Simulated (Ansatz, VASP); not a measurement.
# GaN (4H polytype (invented)): VASP beside Ansatz, part 2 of 2

One calculation is typed for both programs; each brings its own data sets. How far apart do they land? The cell is taken from a series of runs on this material, whose earlier steps may have relaxed, scaled, displaced or heated it; both programs get it as it stands.

VASP 6.6.1 and Ansatz 0.2.0.

So far: Starting point; VASP: relaxation of cell and atoms, r2SCAN.

### Step 3. Ansatz: relaxation of cell and atoms, r2SCAN

Level of this step: Ansatz beside VASP: Kohn-Sham DFT, plane waves, r2SCAN (Ansatz).

Ansatz runs on its PAW soft_1 files.

The same cell, functional and mesh now go to Ansatz.

input.yaml

```yaml
crystal:
  lattice:
    - [3.1816368455, 0.0, 0.0]
    - [-1.5908184228, 2.7553783338, 0.0]
    - [0.0, 0.0, 10.3770553538]
  atoms:
    - { symbol: Ga, position: [0.6666666667, 0.3333333333, -4.95734e-05] }
    - { symbol: Ga, position: [0.0, 0.0, 0.2496559462] }
    - { symbol: Ga, position: [0.3333333333, 0.6666666667, 0.4999504266] }
    - { symbol: Ga, position: [0.0, 0.0, 0.7496559462] }
    - { symbol: "N", position: [0.6666666667, 0.3333333333, 0.1877681959] }
    - { symbol: "N", position: [0.0, 0.0, 0.4376254312] }
    - { symbol: "N", position: [0.3333333333, 0.6666666667, 0.6877681959] }
    - { symbol: "N", position: [0.0, 0.0, 0.9376254312] }
kpoints:
  mp_grid: { grid: [9, 9, 4] }
hamiltonian:
  xc: r2scan
  pseudopotentials: { kind: paw, azcp: { folder: soft_1 } }
scf:
  occupations: { method: fixed }
output:
  forces: true
  stress: true
  eigenvalues: true
  write_density: true
  write_potential: true
  elf: true
  volumetric_format: npy
basis:
  ecutwfc: 600.0
relax:
  adjacent_minimum: "off"
  f_tol: 0.001
  max_steps: 60
  cell: { stress_tol: 0.01 }
```

Command:

```console
$ ansatz run input.yaml --threads 4 --pin off --max-ram 10240MiB --backend cpu --events-out ev --progress --plain --runs-dir out
```

Numbers of over 12 decimals in the logs are rounded to 6 here.

The log of the run:

```text
Engine: ansatz 0.2.0, x86_64-unknown-linux-gnu
Pseudopotentials: kind: paw
Pseudopotential: Ga, paw, valence charge 13, recommended cutoff 500 eV (meta_gga), soft_1/Ga.paw.azcp
Pseudopotential: N, paw, valence charge 5, recommended cutoff 500 eV (meta_gga), soft_1/N.paw.azcp
Functional definition: r2SCAN
  parameter k0 = 0.174
  parameter k1 = 0.065
  parameter a1 = 4.9479
  exchange = r2scan_x(k0 = k0, k1 = k1, a1 = a1)
  correlation = r2scan_c
Crystal: 8 atoms, lattice volume = 90.972 Å³
Basis set: ecut = 600 eV, 3041 PW (Γ), exchange–correlation on 108×108×360 points (64 copies of the dense FFT grid, shifted against one another)
Bands: 44, of which v1, the nominal top of the filled ones, is band 36 counted from 1 (35 counted from 0)
Symmetry: 12 space group operations
Space group: P63mc (ITA 186), of the structure as read, at distance tolerance 4.5e-5 Å
k-points: 36 of 324 (time reversal used)
Non-local potential: Ga, projectors of the file, l = 0: 2, l = 1: 2, l = 2: 3, l = 3: 1
Non-local potential: N, projectors of the file, l = 0: 2, l = 1: 2, l = 2: 1
PAW form: soft (Blöchl's): semilocal exchange-correlation on the pseudo side does not see the compensation charge
PAW frozen core: Ga, regenerated for the run's functional (the file was generated under x = pbe(κ = 0.804, μ = 0.219515), c = pbe(β = 0.066725))
PAW frozen core: N, regenerated for the run's functional (the file was generated under x = pbe(κ = 0.804, μ = 0.219515), c = pbe(β = 0.066725))
PAW one-centre angular grid: Ga, 590 points (default); XC on 160 Gauss nodes
PAW one-centre angular grid: N, 302 points (default); XC on 160 Gauss nodes
Initial density: superposition of atomic densities (chi_scale 0.1, normalization cell, long waves kept (reshape's long-wave potential 0.00 eV rms))
Initial wavefunctions: pseudopotential atomic-orbital guess
Functional: x = r2scan, c = r2scan; τ floored in thin density (d = 2e-4 eV/Å³)
SCF iter   1: F=—  HF=-16707.457117 eV  |F-HF|=—  |Δ(HF+E_count)|=         —  Δρ=1.16e-1  dr2=9.88e0  dr2_τ=1.14e0  ethr=3.10e-3  ⟨swp⟩=4.4  Hψ=4647  notcnv=0  defer=187
preconditioner: auto → Resta (q_TF=auto, 2.624 Å⁻¹)  ε∞=4.4  [insulator: Δε(μ)=2.825 eV  Ē_g=17.884 eV  n_scr=38 (ndim 8)  ℏωp=33.0 eV  f_vac=0.000  ε∞_Penn≈4.4]
SCF iter   2: F=—  HF=-16705.397233 eV  |F-HF|=—  |Δ(HF+E_count)|=    2.06e0  Δρ=5.20e-2  dr2=1.37e0  dr2_τ=1.45e-1  ethr=3.10e-3  ⟨swp⟩=2.5  Hψ=3362  notcnv=0  defer=185
SCF iter   3: F=—  HF=-16705.550477 eV  |F-HF|=—  |Δ(HF+E_count)|=   1.53e-1  Δρ=1.79e-2  dr2=2.23e-1  dr2_τ=1.57e-2  ethr=1.90e-3  ⟨swp⟩=2.0  Hψ=1541  notcnv=0  defer=206
SCF iter   4: F=—  HF=-16705.540988 eV  |F-HF|=—  |Δ(HF+E_count)|=   9.49e-3  Δρ=3.65e-3  dr2=8.12e-3  dr2_τ=5.50e-4  ethr=3.10e-4  ⟨swp⟩=2.0  Hψ=1964  notcnv=0  defer=213
SCF iter   5: F=—  HF=-16705.548302 eV  |F-HF|=—  |Δ(HF+E_count)|=   7.31e-3  Δρ=2.43e-3  dr2=3.34e-3  dr2_τ=1.23e-4  ethr=1.13e-5  ⟨swp⟩=2.2  Hψ=2830  notcnv=0  defer=216
SCF iter   6: F=—  HF=-16705.545034 eV  |F-HF|=—  |Δ(HF+E_count)|=   3.27e-3  Δρ=4.76e-4  dr2=2.45e-4  dr2_τ=1.15e-5  ethr=4.64e-6  ⟨swp⟩=2.0  Hψ=2816  notcnv=0  defer=216
SCF iter   7: F=—  HF=-16705.545068 eV  |F-HF|=—  |Δ(HF+E_count)|=   3.43e-5  Δρ=1.66e-4  dr2=2.77e-5  dr2_τ=1.63e-6  ethr=3.40e-7  ⟨swp⟩=2.1  Hψ=2785  notcnv=0  defer=212
SCF iter   8: F=—  HF=-16705.545067 eV  |F-HF|=—  |Δ(HF+E_count)|=   8.69e-7  Δρ=3.66e-5  dr2=1.21e-6  dr2_τ=1.15e-7  ethr=3.85e-8  ⟨swp⟩=2.0  Hψ=2490  notcnv=0  defer=128
SCF iter   9: F=—  HF=-16705.545067 eV  |F-HF|=—  |Δ(HF+E_count)|=   4.42e-8  Δρ=2.14e-5  dr2=3.81e-7  dr2_τ=5.99e-8  ethr=1.68e-9  ⟨swp⟩=2.0  Hψ=2750  notcnv=0  defer=128
SCF iter  10: F=-16705.545067 eV  HF=-16705.545067 eV  |F-HF|=1.13e-8  |Δ(HF+E_count)|=   7.35e-8  Δρ=5.75e-6  dr2=2.61e-8  dr2_τ=4.86e-10  ethr=1.39e-10  ⟨swp⟩=12.1  Hψ=11581  notcnv=0
SCF 1 converged in 10 iterations: F = -16705.545067 eV  dr2 = 2.61e-8
  greatest PAW one-centre occupation: 0.994 electrons in one spin orbital (limit 2), on the Ga atom at site 3 (counted from 0), in its partial waves of l = 2
relax step   1: F+E_penalty+E_count = -16705.54506734 eV  Δ(F+E_penalty+E_count) = +0.000e0 eV  max|allowed force component| = 4.670e-3 eV/Å  Δτ_max = 0.0000 Å  P = +0.015 GPa  Ω = 90.972 Å³  (10 SCF iters, dr2 threshold 1.00e-7 eV, accepted)
[...]
relax step   2: F+E_penalty+E_count = -16705.54506832 eV  Δ(F+E_penalty+E_count) = -9.868e-7 eV  max|allowed force component| = 3.220e-3 eV/Å  Δτ_max = 0.0001 Å  P = +0.006 GPa  Ω = 90.976 Å³  energy of the carried Pulay correction = -1.048e-6 eV  (3 SCF iters, dr2 threshold 5.93e-9 eV, accepted)
[...]
relax step   3: F+E_penalty+E_count = -16705.54506965 eV  Δ(F+E_penalty+E_count) = -1.332e-6 eV  max|allowed force component| = 1.765e-4 eV/Å  Δτ_max = 0.0001 Å  P = +0.003 GPa  Ω = 90.977 Å³  energy of the carried Pulay correction = -1.389e-6 eV  (4 SCF iters, dr2 threshold 1.99e-9 eV, accepted)
[...]
relax step   4: F+E_penalty+E_count = -16705.54507176 eV  Δ(F+E_penalty+E_count) = -2.107e-6 eV  max|allowed force component| = 1.648e-4 eV/Å  Δτ_max = 0.0000 Å  P = +0.003 GPa  Ω = 90.977 Å³  stress off target by 3.61e-3 GPa  SCF on the basis re-selected at this cell (its energy is not comparable with the rows above)  (5 SCF iters)
basis re-selected at this cell: Δ(F+E_penalty+E_count) = -2.107e-6 eV, ΔP = -0.000 GPa vs the last step (what re-selecting the basis moved, of the pressure what is left beyond the Pulay correction that the steps carried, after the strain that the cell walked since its last selection, with what the two solves' SCF thresholds leave and, on support functions, any second-order correction that the steps lacked; it is no m [...]
SCF converged after 5 iterations
Free energy (F): -16705.545072 eV
Harris-Foulkes:  -16705.545072 eV  (|F-HF|=3.64e-12)
Internal energy: -16705.545072 eV  (E = F + TS)
E sigma→0 (E₀):  -16705.545072 eV
Fermi energy:    9.462319 eV
--- Per-component energies (eV) ---
  E_band       = -60.165661
  E_kinetic    = 961.991054
  E_local      = -5656.454550  (includes V_loc(G=0)·N_el)
  E_nonlocal   = -211.418034
  E_hartree    = 3592.840163
  E_xc         = -463.440894
  E_vxc        = -560.127200  (∫ρ·V_xc dr)
  E_paw        = -8566.662167  (= ΣΔE_a)
  E_vpaw       = -1810.375686  (= ΣTr[D̂ρ^β])
  E_aug_tail   = 0.000004  (compensation charges beyond the density's cutoff)
  E_vtau       = 30.538480  (kinetic-family band-sum trace: ∫τ·v_τ [+ j·A + Jᵃ·Aᵃ] dr)
  E_ewald      = -6359.670127
  E_core_change = -2.730521  (= ΣΔE_core)
  E_smearing   = -0.000000  (= −TS)
  E_closure    = -0.000000  (closes the sum)
  Σ components = -16705.545072   (vs F -16705.545072, Δ=0.00e0)
--- Forces (eV/Å), atoms counted from 1 ---
  atom   1  Ga    -0.00000000    -0.00000000     0.00016968
  atom   2  Ga     0.00000000     0.00000000     0.00004011
  atom   3  Ga     0.00000000     0.00000000     0.00016968
  atom   4  Ga    -0.00000000    -0.00000000     0.00004011
  atom   5  N      0.00000000     0.00000000    -0.00010524
  atom   6  N      0.00000000     0.00000000    -0.00008499
  atom   7  N     -0.00000000    -0.00000000    -0.00010524
  atom   8  N     -0.00000000    -0.00000000    -0.00008499
  max |Σ_I F_I| component: 3.91e-5 eV/Å
--- Stress (GPa, compression-positive) ---
        0.003614       0.000000      -0.000000
        0.000000       0.003614      -0.000000
       -0.000000      -0.000000       0.001694
  P = ⅓ Tr σ = 0.0030 GPa (0.030 kbar)
--- Band table (eV; the first three rows and the last of 36) ---
  k-point 0: bands = [... 32 lower, 8.9385, 9.4434, 9.4623, 9.4623, 11.7200, 13.9941, 14.3159, 14.4914, ... 4 higher]
  k-point 1: bands = [... 32 lower, 9.1212, 9.1212, 9.4189, 9.4189, 12.1359, 13.6038, 14.4496, 14.5010, ... 4 higher]
  k-point 2: bands = [... 32 lower, 9.2973, 9.2973, 9.2973, 9.2973, 12.8977, 12.8977, 14.5087, 14.5087, ... 4 higher]
  k-point 35: bands = [... 32 lower, 7.2081, 7.2081, 7.4711, 7.4711, 15.4887, 15.4887, 17.3120, 17.3120, ... 4 higher]
--- Relaxed structure (3 steps of the walk, 3 accepted, 1 SCFs on fresh bases) ---
  F+E_penalty+E_count = -16705.54507176 eV   max|allowed force component| = 1.648e-4 eV/Å   (the final SCF, on the basis selected at the relaxed cell)
  cell:  # Å, volume = 90.9772 Å³
    - [3.181651, 2.8867606318101562e-11, 0]
    - [-1.590826, 2.755391, 0]
    - [0, 0, 10.377598]
  atoms:
    - { symbol: Ga, position: [0.666667, 0.333333, -6.53076103681567e-5] }
    - { symbol: Ga, position: [0, 0, 0.249640] }
    - { symbol: Ga, position: [0.333333, 0.666667, 0.499935] }
    - { symbol: Ga, position: [0, 0, 0.749640] }
    - { symbol: N, position: [0.666667, 0.333333, 0.187784] }
    - { symbol: N, position: [0, 0, 0.437642] }
    - { symbol: N, position: [0.333333, 0.666667, 0.687784] }
    - { symbol: N, position: [0, 0, 0.937642] }
```

### Step 4. Comparison

Known differences besides the potentials themselves: VASP keeps PBE cores, Ansatz makes them for the functional; fixed occupations in Ansatz, narrow Gaussian smearing in VASP; the cutoff is 600 eV in Ansatz and 660 eV in VASP; Ansatz adds a Pulay correction to the stress that steers its cell, VASP none. Total energies have different zeros and are not compared.

Both answers:

| quantity | Ansatz | VASP | difference |
| --- | --- | --- | --- |
| volume (Å³) | 90.98 | 91.48 | -0.55 % |
| edge a after relaxation, in the typed setting (Å) | 3.182 | 3.187 | -0.18 % |
| edge c after relaxation, in the typed setting (Å) | 10.378 | 10.398 | -0.19 % |

### Step 5. Outcome

| Item | Value |
| --- | --- |
| difference in volume (relaxation of cell and atoms, r2SCAN) | -0.55 % |

**Reading.** The difference in volume is -0.55 % (relaxation of cell and atoms, r2SCAN), within the 1.2 % picked in this series as the mark of a large difference, as far as the stopping tolerances let one tell. How closely two codes agree says nothing of how well the functional describes the real material.

[Lines on the potential files, build, host, timing and source positions are cut from VASP's logs without a mark.]

[Logs are printed without paths, hosts, clocks, repeated set-up lines and the standing remarks that a program may print on its own settings, such as how far it seeks lower states.]

[Hosts, paths, dates, database ids (printed as entryN), source tags and the programs' standing remarks are cut or masked in the printed files.]
